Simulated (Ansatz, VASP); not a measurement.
# C (Diamond): VASP beside Ansatz

Wanted: the spread between two codes on one cell, functional and k mesh.

Method: plane waves, with VASP 6.6.1 beside it; band structure at PBE and single point at PBE, in Ansatz 0.2.0.

### Step 1. Set-up

Symmetry: Fd-3m, No. 227, cubic system. The conventional cell has a = 3.567 Å, b = 3.567 Å, c = 3.567 Å, α = 90.00°, β = 90.00°, γ = 90.00°. Nearest to C lie 4 C at 1.54 Å.

As a file:

```cif
data_structure
_symmetry_space_group_name_H-M 'Fd-3m:1'
_symmetry_Int_Tables_number 227
_cell_length_a 3.5667
_cell_length_b 3.5667
_cell_length_c 3.5667
_cell_angle_alpha 90.000
_cell_angle_beta 90.000
_cell_angle_gamma 90.000
_cell_volume 45.37
loop_
_atom_site_label
_atom_site_type_symbol
_atom_site_symmetry_multiplicity
_atom_site_Wyckoff_symbol
_atom_site_fract_x
_atom_site_fract_y
_atom_site_fract_z
_atom_site_occupancy
C1 C 8 b 0.00000 0.00000 0.50000 1
```

### Step 2. Ansatz: band structure, PBE

Ansatz runs on its default PAW (the set named soft_2) files.

Levels along a path test the potential and the projectors away from the mesh points.

Input file input.yaml:

```yaml
crystal:
  lattice:
    - [0.0, 1.78337, 1.78337]
    - [1.78337, 0.0, 1.78337]
    - [1.78337, 1.78337, 0.0]
  atoms:
    - { symbol: C, position: [0.0, 0.0, 0.0] }
    - { symbol: C, position: [0.25, 0.25, 0.25] }
hamiltonian:
  xc: pbe
  pseudopotentials: { kind: paw }
kpoints:
  mp_grid: { grid: [6, 6, 6] }
  band_path:
    path:
      - [0.0, 0.0, 0.0]
      - [0.18182, 0.0, 0.18182]
      - [0.36364, 0.0, 0.36364]
      - [0.5, 0.0, 0.5]
      - [0.5, 0.09091, 0.59091]
      - [0.5, 0.18182, 0.68182]
      - [0.5, 0.25, 0.75]
      - [0.45455, 0.29545, 0.75]
      - [0.40909, 0.34091, 0.75]
      - [0.375, 0.375, 0.75]
      - [0.20455, 0.20455, 0.40909]
      - [0.06818, 0.06818, 0.13636]
      - [0.04545, 0.04545, 0.04545]
      - [0.22727, 0.22727, 0.22727]
      - [0.40909, 0.40909, 0.40909]
      - [0.51136, 0.47727, 0.51136]
      - [0.55682, 0.38636, 0.55682]
      - [0.60227, 0.29545, 0.60227]
      - [0.61364, 0.25, 0.63636]
      - [0.56818, 0.25, 0.68182]
      - [0.51136, 0.25, 0.73864]
      - [0.5, 0.29545, 0.70455]
      - [0.5, 0.38636, 0.61364]
      - [0.5, 0.47727, 0.52273]
      - [0.47727, 0.47727, 0.54545]
      - [0.43182, 0.43182, 0.63636]
      - [0.38636, 0.38636, 0.72727]
      - [0.60227, 0.20455, 0.60227]
      - [0.55682, 0.11364, 0.55682]
      - [0.5, 0.0, 0.5]
    npoints: 1
scf:
  occupations: { method: gaussian, width: 0.01 }
  n_extra_bands: 7
output:
  forces: true
  stress: true
  eigenvalues: true
  write_density: true
  write_potential: true
  elf: true
  volumetric_format: npy
```

Command:

```console
$ ansatz run input.yaml --threads 2 --pin off --max-ram 4608MiB --backend cpu --events-out ev --progress --plain --runs-dir out
```

Numbers of over 12 decimals in the logs are rounded to 6 here.

The program printed:

```text
scf.n_extra_bands = 7 over 4 filled bands (N_el = 8.0): the run solves 11 bands
Engine: ansatz 0.2.0, aarch64-unknown-linux-gnu
Pseudopotentials: kind: paw
Pseudopotential: C, paw, valence charge 4, recommended cutoff 420 eV (normal), C.paw.azcp
Functional definition: PBE
  parameter kappa = 0.804
  parameter beta = 0.066725
  exchange = pbe_x(kappa = kappa, mu = beta*pi^2/3)
  correlation = pbe_c(beta = beta)
Crystal: 2 atoms, lattice volume = 11.344 Å³
Basis set: ecut = 420 eV, 229 PW (Γ), exchange–correlation on 36×36×36 points (8 copies of the dense FFT grid, shifted against one another)
Bands: 11, of which v1, the nominal top of the filled ones, is band 4 counted from 1 (3 counted from 0)
Symmetry: 48 space group operations
Space group: Fd-3m (ITA 227), of the structure as read, at distance tolerance 2.2e-5 Å
k-points: 16 of 216
Non-local potential: C, projectors of the file, l = 0: 2, l = 1: 2, l = 2: 1
PAW form: soft (Blöchl's): semilocal exchange-correlation on the pseudo side does not see the compensation charge
PAW one-centre angular grid: C, 110 points (default); XC on 64 Gauss nodes
Initial density: superposition of atomic densities (neutral atoms: chi_scale 0, normalization atom), corrected by the library's trained network
Initial wavefunctions: pseudopotential atomic-orbital guess
Functional: x = pbe(κ = 0.804, μ = 0.219515), c = pbe(β = 0.066725)
SCF iter   1: F=—  HF=-501.605996 eV  |F-HF|=—  |Δ(HF+E_count)|=         —  Δρ=1.80e-3  dr2=1.14e-4  ethr=1.77e-3  ⟨swp⟩=5.4  Hψ=1006  notcnv=0
preconditioner: auto → none  [insulator: Δε(μ)=4.168 eV  Ē_g=25.003 eV  σ=0.010 eV  W_gap=1.00  n_scr=0 (ndim 8)  ℏωp=31.2 eV  f_vac=0.000  D(μ)=0.00/eV (n_scr^D=0)  ε∞_Penn≈2.6]
SCF iter   2: F=—  HF=-501.606012 eV  |F-HF|=—  |Δ(HF+E_count)|=   1.64e-5  Δρ=9.93e-4  dr2=4.31e-5  ethr=1.43e-6  ⟨swp⟩=2.1  Hψ=426  notcnv=0  defer=39
SCF iter   3: F=—  HF=-501.606055 eV  |F-HF|=—  |Δ(HF+E_count)|=   4.28e-5  Δρ=3.00e-4  dr2=7.19e-6  ethr=5.39e-7  ⟨swp⟩=2.1  Hψ=272  notcnv=0  defer=39
SCF iter   4: F=—  HF=-501.606053 eV  |F-HF|=—  |Δ(HF+E_count)|=   2.10e-6  Δρ=1.11e-4  dr2=1.00e-6  ethr=8.98e-8  ⟨swp⟩=1.6  Hψ=170  notcnv=0  defer=39
iter 5 did not close the SCF: its close was put off for the readings that it lacked (scf_convergence_deferred on its scf_iter line)
SCF iter   5: F=-501.606053 eV  HF=-501.606053 eV  |F-HF|=1.78e-9  |Δ(HF+E_count)|=   3.73e-7  Δρ=7.31e-6  dr2=4.95e-9  ethr=1.25e-8  ⟨swp⟩=2.0  Hψ=199  notcnv=0  defer=39
SCF iter   6: F=-501.606053 eV  HF=-501.606053 eV  |F-HF|=1.37e-10  |Δ(HF+E_count)|=   1.34e-9  Δρ=1.96e-6  dr2=3.55e-10  ethr=6.19e-11  ⟨swp⟩=6.7  Hψ=886  notcnv=0
SCF 1 converged in 6 iterations: F = -501.606053 eV  dr2 = 3.55e-10
  greatest PAW one-centre occupation: 0.643 electrons in one spin orbital (limit 2), on the C atom at site 1 (counted from 0), in its partial waves of l = 0
NSCF: frozen V_eff on 30 k-points
SCF converged after 6 iterations
Free energy (F): -501.606053 eV
Harris-Foulkes:  -501.606053 eV  (|F-HF|=1.37e-10)
Internal energy: -501.606053 eV  (E = F + TS)
E sigma→0 (E₀):  -501.606053 eV
Fermi energy:    15.399353 eV
--- Per-component energies (eV) ---
  E_band       = 34.737369
  E_kinetic    = 184.598858
  E_local      = -122.457038  (includes V_loc(G=0)·N_el)
  E_nonlocal   = 53.303629
  E_hartree    = 26.791363
  E_xc         = -97.428943
  E_vxc        = -120.953831  (∫ρ·V_xc dr)
  E_paw        = -198.452576  (= ΣΔE_a)
  E_vpaw       = -13.337165  (= ΣTr[D̂ρ^β])
  E_aug_tail   = 0.000018  (compensation charges beyond the density's cutoff)
  E_ewald      = -347.961363
  E_smearing   = -0.000000  (= −TS)
  E_closure    = -0.000000  (closes the sum)
  Σ components = -501.606053   (vs F -501.606053, Δ=0.00e0)
--- Forces (eV/Å), atoms counted from 1 ---
  atom   1  C      0.00000000     0.00000000    -0.00000000
  atom   2  C      0.00000000    -0.00000000    -0.00000000
  max |Σ_I F_I| component: 9.25e-17 eV/Å
--- Stress (GPa, compression-positive) ---
        1.813472       0.000000      -0.000000
       -0.000000       1.813472       0.000000
       -0.000000      -0.000000       1.813472
  P = ⅓ Tr σ = 1.8135 GPa (18.135 kbar)
--- Band table (eV; the first three rows and the last of 16) ---
  k-point 0: bands = [-8.1605, 13.3199, 13.3199, 13.3199, 18.9130, 18.9130, 18.9130, 26.5979, ... 3 higher]
  k-point 1: bands = [-7.3939, 9.5610, 12.2936, 12.2936, 20.2540, 20.2540, 20.7117, 27.2451, ... 3 higher]
  k-point 2: bands = [-5.1450, 3.9461, 10.9945, 10.9945, 21.6016, 21.6016, 21.8769, 28.5438, ... 3 higher]
  k-point 15: bands = [1.0952, 1.0952, 5.5042, 5.5042, 21.5415, 21.5415, 27.8181, 27.8181, ... 3 higher]
```

Wall time 0.48 s (2 threads of Arm Neoverse V2, shared host); peak memory 0.23 GiB.

The column dr2 measures how far the density is from self-consistency, as an energy; F and HF (Harris–Foulkes) agree once it is small.

### Step 3. VASP: band structure, PBE

The same cell, functional, mesh and smearing now go to VASP, with its own data sets and cutoff.

Lines of VASP's logs that name or quote its potential files are left out, and so is its time.

Input file INCAR:

```
SYSTEM = C
PREC = Accurate
ENCUT = 440
EDIFF = 1E-08
NELM = 100
ISMEAR = 0
SIGMA = 0.01
LREAL = .FALSE.
ALGO = Normal
GGA = PE
NBANDS = 10
LORBIT = 11
LWAVE = .TRUE.
LCHARG = .FALSE.
KPAR = 8
```

Input file POSCAR:

```
C
1.0
    0.0000000000      1.7833700000      1.7833700000
    1.7833700000      0.0000000000      1.7833700000
    1.7833700000      1.7833700000      0.0000000000
C
2
Direct
    0.0000000000      0.0000000000      0.0000000000
    0.2500000000      0.2500000000      0.2500000000
```

Input file KPOINTS:

```
Automatic mesh
0
Gamma
6 6 6
0 0 0
```

Input file KPOINTS_OPT:

```
Line mode
12
Line-mode
Reciprocal
  0.00000000   0.00000000   0.00000000 GAMMA
  0.50000000   0.00000000   0.50000000 X

  0.50000000   0.00000000   0.50000000 X
  0.50000000   0.25000000   0.75000000 W

  0.50000000   0.25000000   0.75000000 W
  0.37500000   0.37500000   0.75000000 K

  0.37500000   0.37500000   0.75000000 K
  0.00000000   0.00000000   0.00000000 GAMMA

  0.00000000   0.00000000   0.00000000 GAMMA
  0.50000000   0.50000000   0.50000000 L

  0.50000000   0.50000000   0.50000000 L
  0.62500000   0.25000000   0.62500000 U

  0.62500000   0.25000000   0.62500000 U
  0.50000000   0.25000000   0.75000000 W

  0.50000000   0.25000000   0.75000000 W
  0.50000000   0.50000000   0.50000000 L

  0.50000000   0.50000000   0.50000000 L
  0.37500000   0.37500000   0.75000000 K

  0.62500000   0.25000000   0.62500000 U
  0.50000000   0.00000000   0.50000000 X
```

Potentials, in the order of the species: C_GW (PBE family, release 64).

Command:

```console
$ mpirun -np 8 vasp_std
```

The program printed:

```text
[banner, memory and clock lines left out]
running    8 mpi-ranks, on    1 nodes
 distrk:  each k-point on    1 cores,    8 groups
 distr:  one band on    1 cores,    1 groups

 POSCAR found type information on POSCAR C
 POSCAR found :  1 types and       2 ions
|                                                                             |
|           W    W    AA    RRRRR   N    N  II  N    N   GGGG   !!!           |
|           W    W   A  A   R    R  NN   N  II  NN   N  G    G  !!!           |
|           W    W  A    A  R    R  N N  N  II  N N  N  G       !!!           |
|           W WW W  AAAAAA  RRRRR   N  N N  II  N  N N  G  GGG   !            |
|           WW  WW  A    A  R   R   N   NN  II  N   NN  G    G                |
|           W    W  A    A  R    R  N    N  II  N    N   GGGG   !!!           |
|                                                                             |
|     For optimal performance we recommend to set                             |
|       NCORE = 2 up to number-of-cores-per-socket                            |
|     NCORE specifies how many cores store one orbital (NPAR=cpu/NCORE).      |
|     This setting can greatly improve the performance of VASP for DFT.       |
|     The default, NCORE=1 might be grossly inefficient on modern             |
|     multi-core architectures or massively parallel machines. Do your        |
|     Unfortunately you need to use the default for GW and RPA                |
|     calculations (for HF NCORE is supported but not extensively tested      |
|     yet).                                                                   |
|                                                                             |

 LDA part: xc-table for (Slater+PW92), standard interpolation
 POSCAR, INCAR and KPOINTS ok, starting setup
 FFT: planning ... GRIDC
 FFT: planning ... GRID_SOFT
 FFT: planning ... GRID
 WAVECAR not read
 entering main loop
       N       E                     dE             d eps       ncg     rms          rms(c)
DAV:   1     0.128755001548E+02    0.12876E+02   -0.44050E+03   320   0.735E+02
DAV:   2    -0.181158392820E+02   -0.30991E+02   -0.28740E+02   412   0.184E+02
DAV:   3    -0.188089767388E+02   -0.69314E+00   -0.69139E+00   408   0.225E+01
DAV:   4    -0.188118123584E+02   -0.28356E-02   -0.28350E-02   366   0.137E+00
DAV:   5    -0.188118215322E+02   -0.91738E-05   -0.91733E-05   390   0.851E-02    0.479E+00
DAV:   6    -0.183223030974E+02    0.48952E+00   -0.26532E-01   424   0.503E+00    0.263E+00
DAV:   7    -0.181551286955E+02    0.16717E+00   -0.30823E-01   442   0.519E+00    0.360E-01
DAV:   8    -0.181566793243E+02   -0.15506E-02   -0.63033E-03   336   0.834E-01    0.497E-02
DAV:   9    -0.181567435333E+02   -0.64209E-04   -0.88406E-05   408   0.110E-01    0.175E-02
DAV:  10    -0.181567600558E+02   -0.16522E-04   -0.15558E-05   338   0.395E-02    0.150E-03
DAV:  11    -0.181567603034E+02   -0.24761E-06   -0.32231E-07   404   0.587E-03    0.386E-04
DAV:  12    -0.181567603865E+02   -0.83117E-07   -0.67359E-09   342   0.103E-03    0.281E-05
DAV:  13    -0.181567603888E+02   -0.23171E-08   -0.28323E-11   194   0.612E-05
   1 F= -.18156760E+02 E0= -.18156760E+02  d E =-.512569E-57
 Start KPOINTS_OPT (optional k-point list driver)
k-point batch [1-16\120]
       N       E                     dE             ncg
DAV:   1     0.736469682767E+03   -0.37571E+04      320
DAV:   2     0.212239307255E+03   -0.52423E+03      444
DAV:   3     0.202761086194E+03   -0.94782E+01      398
DAV:   4     0.202731881522E+03   -0.29205E-01      358
DAV:   5     0.202731715435E+03   -0.16609E-03      388
DAV:   6     0.202731713792E+03   -0.16435E-05      382
DAV:   7     0.202731713775E+03   -0.17139E-07      392
DAV:   8     0.202731713774E+03   -0.47461E-09      322
[...]
k-point batch [113-120\120]
       N       E                     dE             ncg
DAV:   1     0.338960116649E+04   -0.35038E+04      168
DAV:   2     0.320643709435E+04   -0.18316E+03      202
DAV:   3     0.320342828546E+04   -0.30088E+01      214
DAV:   4     0.320342342915E+04   -0.48563E-02      194
DAV:   5     0.320342341690E+04   -0.12246E-04      198
DAV:   6     0.320342341687E+04   -0.31043E-07      202
DAV:   7     0.320342341687E+04    0.39381E-09      204
 writing wavefunctions
```

From OUTCAR (step 3):

```text
ion  position               nearest neighbor table
   1  0.000  0.000  0.000-   2 1.54   2 1.54   2 1.54   2 1.54
   2  0.250  0.250  0.250-   1 1.54   1 1.54   1 1.54   1 1.54

  LATTYP: Found a face centered cubic cell.
 ALAT       =     3.5667400000

 Subroutine GETGRP returns: Found 48 space group operations
 (whereof 24 operations were pure point group operations)

The static configuration has the point symmetry T_d .
 The point group associated with its full space group is O_h .

 Found     16 irreducible k-points:

   k-points           NKPTS =     16   k-points in BZ     NKDIM =     16   number of bands    NBANDS=     10

   dimension x,y,z NGX =    18 NGY =   18 NGZ =   18
   dimension x,y,z NGXF=    36 NGYF=   36 NGZF=   36

   ENCUT  =  440.0 eV  32.34 Ry    5.69 a.u.   4.31  4.31  4.31*2*pi/ulx,y,z

   NELECT =       8.0000    total number of electrons

 k-points in reciprocal lattice and weights: Automatic mesh
   0.00000000  0.00000000  0.00000000       0.005
   0.16666667  0.00000000  0.00000000       0.037
   0.33333333  0.00000000  0.00000000       0.037
   0.50000000  0.00000000  0.00000000       0.019
   0.16666667  0.16666667  0.00000000       0.028
   0.33333333  0.16666667  0.00000000       0.111
   0.50000000  0.16666667  0.00000000       0.111
  -0.33333333  0.16666667  0.00000000       0.111
  -0.16666667  0.16666667  0.00000000       0.056
[...]
-0.33333333  0.33333333  0.16666667       0.111
  -0.33333333  0.50000000  0.16666667       0.056

 average (electrostatic) potential at core
       1 -45.3582       2 -45.3582

 E-fermi :   9.8754

 k-point     1 :       0.0000    0.0000    0.0000
  band No.  band energies     occupation
      1     -11.7098      2.00000
      2       9.7647      2.00000
      3       9.7647      2.00000
      4       9.7647      2.00000
      5      15.3571      0.00000
      6      15.3571      0.00000
      7      15.3571      0.00000
      8      23.0835      0.00000
      9      29.0603      0.00000
    ...

 k-point     2 :       0.1667    0.0000    0.0000
  band No.  band energies     occupation
      1     -10.9429      2.00000
      2       6.0183      2.00000
      3       8.7457      2.00000
      4       8.7457      2.00000
      5      16.7000      0.00000
      6      16.7000      0.00000
      7      17.1622      0.00000
      8      23.7272      0.00000
      9      30.0532      0.00000
    ...

 k-point     3 :       0.3333    0.0000    0.0000
  band No.  band energies     occupation
      1      -8.6940      2.00000
      2       0.3980      2.00000
      3       7.4556      2.00000
      4       7.4556      2.00000
      5      18.0452      0.00000
      6      18.0452      0.00000
      7      18.3308      0.00000
      8      25.0167      0.00000
      9      30.7176      0.00000
    ...

  Total       -0.2725681     -0.2725681     -0.2725681      0.0000000      0.0000000      0.0000000
  in kB      -38.4973802    -38.4973802    -38.4973802      0.0000000      0.0000000      0.0000000
  external PRESSURE =     -38.4973802 kB  Pullay stress =       0.0000000 kB

  energy-cutoff  :      440.00
  volume of cell :       11.34
      direct lattice vectors                 reciprocal lattice vectors
     0.000000000  1.783370000  1.783370000    -0.280368067  0.280368067  0.280368067
     1.783370000  0.000000000  1.783370000     0.280368067 -0.280368067  0.280368067
     1.783370000  1.783370000  0.000000000     0.280368067  0.280368067 -0.280368067

 POSITION                                       TOTAL-FORCE (eV/Angst)
 -----------------------------------------------------------------------------------
      0.00000      0.00000      0.00000         0.000000      0.000000      0.000000
      0.89168      0.89168      0.89168        -0.000000     -0.000000     -0.000000
 -----------------------------------------------------------------------------------
    total drift:                               -0.000000     -0.000000     -0.000000

  FREE ENERGIE OF THE ION-ELECTRON SYSTEM (eV)
  ---------------------------------------------------
  free  energy   TOTEN  =       -18.1567603888 eV

  energy  without entropy=      -18.1567603888  energy(sigma->0) =      -18.15676039

 total charge
# of ion       s       p       d       tot
------------------------------------------
    1        0.802   1.715   0.000   2.516
    2        0.802   1.715   0.000   2.516
--------------------------------------------------
tot          1.604   3.429   0.000   5.033

[... 3 further parts left out ...]
```

The run ends at a pressure of -3.85 GPa.

### Step 4. Differences

Known differences besides the potentials themselves: the cutoff is 420 eV in Ansatz and 440 eV in VASP; VASP leaves aspherical gradient terms in its spheres out (LASPH is not set), Ansatz keeps them. Total energies have different zeros and are not compared.

Both answers:

| quantity | Ansatz | VASP | difference |
| --- | --- | --- | --- |
| gap over the path points (eV) | 4.135 | 4.129 | +0.005 |

Levels at points of the path, from each program's valence-band top (eV; 3 filled, then empty):

| k (reciprocal lattice) | Ansatz | VASP |
| --- | --- | --- |
| 0.000 0.000 0.000 | 0.00 0.00 0.00 5.59 5.59 5.59 | 0.00 0.00 0.00 5.59 5.59 5.59 |
| 0.182 0.000 0.182 | -2.88 -2.88 -2.62 4.84 9.48 9.48 | -2.87 -2.87 -2.61 4.84 9.49 9.49 |
| 0.364 0.000 0.364 | -8.20 -5.64 -5.64 4.13 6.99 14.84 | -8.20 -5.63 -5.63 4.13 6.99 14.85 |
| 0.500 0.000 0.500 | -12.77 -6.31 -6.31 4.76 4.76 16.80 | -12.76 -6.29 -6.29 4.76 4.76 16.81 |
| 0.500 0.091 0.591 | -12.58 -6.91 -6.91 5.95 5.95 16.17 | -12.57 -6.89 -6.89 5.94 5.94 16.18 |
| 0.500 0.182 0.682 | -12.15 -7.97 -7.97 8.74 8.74 14.05 | -12.15 -7.96 -7.96 8.75 8.75 14.06 |
| 0.500 0.250 0.750 | -11.98 -8.33 -8.33 10.62 10.62 12.30 | -11.97 -8.31 -8.31 10.63 10.63 12.32 |
| 0.455 0.295 0.750 | -11.66 -8.91 -7.15 8.38 10.85 13.03 | -11.66 -8.90 -7.14 8.38 10.85 13.04 |
| 0.409 0.341 0.750 | -11.71 -9.25 -5.79 6.26 10.77 14.03 | -11.70 -9.24 -5.77 6.26 10.78 14.04 |
| 0.375 0.375 0.750 | -11.74 -9.32 -5.37 5.68 10.74 14.36 | -11.73 -9.31 -5.36 5.68 10.75 14.37 |

Among the levels compared at these points, filled levels agree within 23 meV and empty ones within 15 meV. Not compared: the pressure (VASP's GW data sets at this cutoff don't carry it).

(Part 1 of 2 ends here.)

[Lines on the potential files, build, host, timing and source positions are cut from VASP's logs without a mark.]

[Logs are printed without paths, hosts, clocks, repeated set-up lines and the standing remarks that a program may print on its own settings, such as how far it seeks lower states.]

[Hosts, paths, dates, database ids (printed as entryN), source tags and the programs' standing remarks are cut or masked in the printed files.]
